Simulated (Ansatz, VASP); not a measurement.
## Y3Si2F in VASP and in Ansatz

```
Y Si F
1.0
     7.44511    0.00000    0.00000
    -3.72255    6.44765    0.00000
     0.00000    0.00000    3.76904
Y Si F
3 2 1
Direct
  0.50000 0.00000 0.50000
  0.50000 0.50000 0.50000
  0.00000 0.50000 0.50000
  0.33333 0.66667 0.00000
  0.66667 0.33333 0.00000
  0.00000 0.00000 0.00000
```

Change from the starting cell: species swapped into the SmB2Ru3 type (P6/mmm, No. 191).

Alike in both runs: functional PBE; k mesh 3 × 3 × 6; occupations gaussian, width 0.1 eV; no spin polarisation.

Ansatz relaxed the structure, and its values are those at the end. VASP's run is a single point on that final structure, the one shown.

|  | VASP | Ansatz |
| --- | --- | --- |
| version | VASP 6.6.1 | Ansatz 0.2.0 |
| potentials or method | VASP PAW PBE potentials, release 64 (Y_sv, Si, F) | scalar-relativistic, plane waves, PAW |
| plane-wave cutoff (eV) | 520 | 420 |
| valence electrons in the cell | 48 | 48 |

Ansatz gave:

- gap on the k mesh at the Fermi level (eV): 0.19
- least direct gap on the mesh (eV): 0.28
- pressure (GPa): -0.1

**Question.** Estimate VASP's values.

**Answer.** gap on the k mesh at the Fermi level (eV): 0.18; least direct gap on the mesh (eV): 0.28; pressure (GPa): -0.1.

The functional is the same, so the differences come from potentials, cutoffs and numerics.

Caveats: an odd mesh through Γ misses points on the zone boundary, where band edges often lie.
